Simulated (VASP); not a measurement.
# GW on ZnSe (Stilleite), part 5 of 6

Aim: the quasiparticle gap of ZnSe (Stilleite), and what it costs to get it. The cell is of the zinc-blende type, one of the forms listed for this formula. The start is a cell from a database of measured crystal structures.

VASP 6.6.1, plane waves and PAW; the level of theory is named at each step.

So far, quasiparticle gap on the mesh (eV): step 3 (evGW0, evGW0 on PBE) 2.65; step 4 (QPGW0, QPGW0 on PBE) 2.77. Also gap on the k-mesh (eV): step 2 (empty bands, functional PBE) 1.28.

## Step 5: Orbitals for another starting point

This step: PBE; plane waves and PAW (Zn_GW, Se_GW) (VASP 6.6.1).

A hybrid converges faster from good orbitals, so a cheap PBE run writes WAVECAR first.

Contents of INCAR:

```
SYSTEM = ZnSe
PREC = Accurate
ENCUT = 350
EDIFF = 1E-05
NELM = 100
ISMEAR = 0
SIGMA = 0.01
LREAL = .FALSE.
ALGO = Normal
GGA = PE
NBANDS = 15
LORBIT = 11
LWAVE = .TRUE.
LCHARG = .FALSE.
KPAR = 8
```

Contents of POSCAR:

```
ZnSe
1.0
    0.0000000000      2.8338000000      2.8338000000
    2.8338000000      0.0000000000      2.8338000000
    2.8338000000      2.8338000000      0.0000000000
Zn Se
1 1
Direct
    0.0000000000      0.0000000000      0.0000000000
    0.2500000000      0.2500000000      0.2500000000
```

Contents of KPOINTS:

```
Automatic mesh
0
Gamma
6 6 6
0 0 0
```

PAW data sets: Zn_GW and Se_GW (PBE family, release 64).

Run with:

```sh
> mpirun -np 8 vasp_std
```

Output:

```text
[banner, memory and clock lines left out]
running    8 mpi-ranks, on    1 nodes
 distrk:  each k-point on    1 cores,    8 groups
 distr:  one band on    1 cores,    1 groups

 POSCAR found type information on POSCAR ZnSe
 POSCAR found :  2 types and       2 ions
 [... a notice as in an earlier step ...]

 LDA part: xc-table for (Slater+PW92), standard interpolation
 POSCAR, INCAR and KPOINTS ok, starting setup
 FFT: planning ... GRIDC
 FFT: planning ... GRID_SOFT
 FFT: planning ... GRID
 WAVECAR not read
 entering main loop
       N       E                     dE             d eps       ncg     rms          rms(c)
DAV:   1     0.107381219154E+03    0.10738E+03   -0.69311E+03   487   0.153E+03
DAV:   2     0.332055039423E+00   -0.10705E+03   -0.10017E+03   544   0.272E+02
DAV:   3    -0.620898846573E+01   -0.65410E+01   -0.64887E+01   737   0.681E+01
DAV:   4    -0.631124588935E+01   -0.10226E+00   -0.10224E+00   561   0.715E+00
DAV:   5    -0.631358938097E+01   -0.23435E-02   -0.23434E-02   758   0.128E+00    0.251E+00
DAV:   6    -0.604404425455E+01    0.26955E+00   -0.68875E-01   754   0.501E+01    0.125E+00
DAV:   7    -0.601849478028E+01    0.25549E-01   -0.19287E-01   696   0.107E+01    0.579E-01
DAV:   8    -0.601660306506E+01    0.18917E-02   -0.88723E-03   776   0.353E+00    0.270E-01
DAV:   9    -0.601691949578E+01   -0.31643E-03   -0.23111E-03   748   0.493E-01    0.254E-02
DAV:  10    -0.601698388699E+01   -0.64391E-04   -0.10012E-04   718   0.212E-01    0.108E-02
DAV:  11    -0.601700177260E+01   -0.17886E-04   -0.29591E-05   564   0.695E-02    0.214E-03
DAV:  12    -0.601700257923E+01   -0.80663E-06   -0.80737E-07   436   0.110E-02
   1 F= -.60170026E+01 E0= -.60170026E+01  d E =-.103262E-71
 writing wavefunctions
```

Run time: 1.6 s. Hardware: 8 MPI ranks of AMD EPYC 9R45, shared host; peak memory 0.97 GiB; 8.8 s of CPU time.

OUTCAR, selected parts (step 5):

```text
   k-points           NKPTS =     16   k-points in BZ     NKDIM =     16   number of bands    NBANDS=     15

   NELECT =      18.0000    total number of electrons

 E-fermi :   2.7736

 k-point     1 :       0.0000    0.0000    0.0000
  band No.  band energies     occupation
    ...
      5      -3.5233      2.00000
      6      -3.5233      2.00000
      7       2.6485      2.00000
      8       2.6485      2.00000
      9       2.6485      2.00000
     10       3.9252      0.00000
     11       8.4462      0.00000
     12       8.4462      0.00000
     13       8.4462      0.00000
     14      12.5715      0.00000
    ...

  Total        0.5982272      0.5982272      0.5982272      0.0000000      0.0000000     -0.0000000
  in kB       21.0590680     21.0590680     21.0590680      0.0000000      0.0000000     -0.0000000
  external PRESSURE =      21.0590680 kB  Pullay stress =       0.0000000 kB

 POSITION                                       TOTAL-FORCE (eV/Angst)
 -----------------------------------------------------------------------------------
      0.00000      0.00000      0.00000        -0.000000     -0.000000     -0.000000
      1.41690      1.41690      1.41690         0.000000      0.000000      0.000000
 -----------------------------------------------------------------------------------
    total drift:                               -0.000001     -0.000001     -0.000000

  FREE ENERGIE OF THE ION-ELECTRON SYSTEM (eV)
  ---------------------------------------------------
  free  energy   TOTEN  =        -6.0170025792 eV

  energy  without entropy=       -6.0170025792  energy(sigma->0) =       -6.01700258

[... 7 parts as in an earlier step ...]

[... 9 further parts left out ...]
```

Numbers from this step:

* free energy (TOTEN): -6.017 eV
* Fermi energy: 2.774 eV
* pressure: 2.106 GPa

The run ends at a pressure of 2.11 GPa.

## Step 6: Another starting point

This step: HSE06; plane waves and PAW (Zn_GW, Se_GW) (VASP 6.6.1).

To see how much the result owes to its start, the ground state is made again with HSE06. EDIFF is tight for accurate orbitals, and a narrow smearing avoids fractional occupations.

Contents of INCAR:

```
SYSTEM = ZnSe
PREC = Accurate
ENCUT = 350
EDIFF = 1E-08
NELM = 100
ISMEAR = 0
SIGMA = 0.01
LREAL = .FALSE.
ALGO = Normal
LHFCALC = .TRUE.
AEXX = 0.25
GGA = PE
HFSCREEN = 0.2
LASPH = .TRUE.
NBANDS = 15
PRECFOCK = Fast
LORBIT = 11
LWAVE = .TRUE.
LCHARG = .FALSE.
KPAR = 8
```

POSCAR is that of step 5.

KPOINTS is that of step 5.

The WAVECAR or CHGCAR of an earlier step is read.

Run with:

```sh
> mpirun -np 8 vasp_std
```

Output:

```text
[banner, memory and clock lines left out]
running    8 mpi-ranks, on    1 nodes
 distrk:  each k-point on    1 cores,    8 groups
 distr:  one band on    1 cores,    1 groups

 POSCAR found type information on POSCAR ZnSe
 POSCAR found :  2 types and       2 ions
 [... a notice as in an earlier step ...]

 LDA part: xc-table for (Slater+PW92), standard interpolation
 found WAVECAR, reading the header
 POSCAR, INCAR and KPOINTS ok, starting setup
 FFT: planning ... GRIDC
 FFT: planning ... GRID_SOFT
 FFT: planning ... GRID
 reading WAVECAR
 the WAVECAR file was read successfully
 initial charge from wavefunction
 entering main loop
       N       E                     dE             d eps       ncg     rms          rms(c)
DAV:   1    -0.744060275360E+01   -0.74406E+01   -0.58079E-01   725   0.419E+01    0.108E+00
DAV:   2    -0.741662425037E+01    0.23979E-01   -0.16564E-01   671   0.161E+01    0.323E-01
DAV:   3    -0.741789940857E+01   -0.12752E-02   -0.98701E-03   717   0.263E+00    0.146E-01
DAV:   4    -0.741755771718E+01    0.34169E-03   -0.79166E-04   748   0.105E+00    0.913E-02
DAV:   5    -0.741751780912E+01    0.39908E-04   -0.12070E-04   791   0.218E-01    0.568E-02
DAV:   6    -0.741749912319E+01    0.18686E-04   -0.14117E-05   767   0.889E-02    0.332E-02
DAV:   7    -0.741749133539E+01    0.77878E-05   -0.25857E-06   661   0.275E-02    0.198E-02
DAV:   8    -0.741748823170E+01    0.31037E-05   -0.10916E-06   651   0.724E-03    0.120E-02
DAV:   9    -0.741748709660E+01    0.11351E-05   -0.36442E-07   643   0.436E-03    0.732E-03
DAV:  10    -0.741748671089E+01    0.38571E-06   -0.14368E-07   630   0.339E-03    0.442E-03
DAV:  11    -0.741748656740E+01    0.14349E-06   -0.54859E-08   601   0.202E-03    0.268E-03
DAV:  12    -0.741748650754E+01    0.59857E-07   -0.23916E-08   613   0.129E-03    0.163E-03
DAV:  13    -0.741748648212E+01    0.25424E-07   -0.96193E-09   497   0.821E-04    0.995E-04
DAV:  14    -0.741748646089E+01    0.21229E-07   -0.53534E-09   436   0.607E-04    0.615E-04
DAV:  15    -0.741748644617E+01    0.14717E-07   -0.26782E-09   408   0.580E-04    0.378E-04
DAV:  16    -0.741748643489E+01    0.11282E-07   -0.18106E-09   289   0.389E-04    0.238E-04
DAV:  17    -0.741748642843E+01    0.64567E-08   -0.10507E-09   268   0.464E-04
   1 F= -.74174864E+01 E0= -.74174864E+01  d E =-.137590E-13
 writing wavefunctions
```

It took 1.9 min on 8 MPI ranks; peak memory 1.8 GiB; 15 min of CPU time.

From OUTCAR (step 6):

```text
   k-points           NKPTS =     16   k-points in BZ     NKDIM =    216   number of bands    NBANDS=     15

   NELECT =      18.0000    total number of electrons

  exchange ACFDT corr.  =         0.00000000  see jH, gK, PRB 81, 115126

 E-fermi :   2.0348

 k-point     1 :       0.0000    0.0000    0.0000
  band No.  band energies     occupation
    ...
      5      -5.9104      2.00000
      6      -5.9104      2.00000
      7       1.9874      2.00000
      8       1.9874      2.00000
      9       1.9874      2.00000
     10       4.3871      0.00000
     11       8.9484      0.00000
     12       8.9484      0.00000
     13       8.9485      0.00000
     14      13.2897      0.00000
    ...

 POSITION                                       TOTAL-FORCE (eV/Angst)
 -----------------------------------------------------------------------------------
      0.00000      0.00000      0.00000        -0.000000     -0.000000     -0.000000
      1.41690      1.41690      1.41690         0.000000      0.000000      0.000000
 -----------------------------------------------------------------------------------
    total drift:                                0.000002     -0.000000      0.000002

  FREE ENERGIE OF THE ION-ELECTRON SYSTEM (eV)
  ---------------------------------------------------
  free  energy   TOTEN  =        -7.4174864284 eV

  energy  without entropy=       -7.4174864284  energy(sigma->0) =       -7.41748643

[... 7 parts as in an earlier step ...]

[... 9 further parts left out ...]
```

The PAW data sets were made with PBE, which is usual practice but a small mismatch for other functionals.

Numbers from this step:

* free energy (TOTEN): -7.417 eV
* Fermi energy: 2.035 eV
* gap on the k-mesh: 2.400 eV
* least direct gap on the k-mesh: 2.400 eV

## Step 7: Empty bands, functional HSE06

The next step needs empty bands that the ground-state run didn't converge, so the Hamiltonian is diagonalised exactly for NBANDS bands, in a single step. LOPTICS writes the k-derivatives of the orbitals (WAVEDER), which give the long-wavelength limit of the screening.

Contents of INCAR:

```
SYSTEM = ZnSe
PREC = Accurate
ENCUT = 350
ISMEAR = 0
SIGMA = 0.01
LREAL = .FALSE.
LHFCALC = .TRUE.
AEXX = 0.25
GGA = PE
HFSCREEN = 0.2
LASPH = .TRUE.
NBANDS = 296
PRECFOCK = Fast
ALGO = Exact
NELM = 1
LWAVE = .TRUE.
LCHARG = .FALSE.
LOPTICS = .TRUE.
NEDOS = 1000
CSHIFT = 0.1
```

POSCAR is that of step 6.

KPOINTS is that of step 6.

The WAVECAR or CHGCAR of an earlier step is read.

Run with:

```sh
> mpirun -np 8 vasp_std
```

Output:

```text
[banner, memory and clock lines left out]
running    8 mpi-ranks, on    1 nodes
[...]
[... a notice as in an earlier step ...]

 LDA part: xc-table for (Slater+PW92), standard interpolation
 found WAVECAR, reading the header
  number of bands has changed, file:    15 present:   296
  trying to continue reading WAVECAR, but it might fail
 POSCAR, INCAR and KPOINTS ok, starting setup
[...]
reading WAVECAR
 random initialization beyond band           15
 the WAVECAR file was read successfully
 initial charge from wavefunction
 entering main loop
       N       E                     dE             d eps       ncg     rms          rms(c)
DIA:   1    -0.741748641535E+01   -0.74175E+01    0.00000E+00     0   0.000E+00
   1 F= -.74174864E+01 E0= -.74174864E+01  d E =-.149300E-22
 writing wavefunctions
 optical routines
 imaginary and real dielectric function
 recalculating local potential from charge density
 direction            1
 direction            2
 direction            3
```

The job ended after 9.9 min (8 MPI ranks; peak memory 2 GiB; 79 min of CPU time).

OUTCAR, selected parts (step 7):

```text
 POSITION                                       TOTAL-FORCE (eV/Angst)
 -----------------------------------------------------------------------------------
      0.00000      0.00000      0.00000         0.000000      0.000000      0.000000
      1.41690      1.41690      1.41690        -0.000000     -0.000000     -0.000000
 -----------------------------------------------------------------------------------
    total drift:                                0.000000     -0.000001      0.000001

  FREE ENERGIE OF THE ION-ELECTRON SYSTEM (eV)
  ---------------------------------------------------
  free  energy   TOTEN  =        -7.4174864153 eV

  energy  without entropy=       -7.4174864153  energy(sigma->0) =       -7.41748642

[... 2 parts as in an earlier step ...]

[... 1 further part left out ...]
[key lines of the parts left out:]
E-fermi :   2.0531
```

[end of part 5 of 6]

[Lines on the potential files, build, host, timing and source positions are cut from VASP's logs without a mark.]

[Logs are printed without paths, hosts, clocks, repeated set-up lines and the standing remarks that a program may print on its own settings, such as how far it seeks lower states.]

[Hosts, paths, dates, database ids (printed as entryN), source tags and the programs' standing remarks are cut or masked in the printed files.]

[Pressures printed for these runs are not shown converged in the cutoff: they can be off by several GPa and have the wrong sign.]
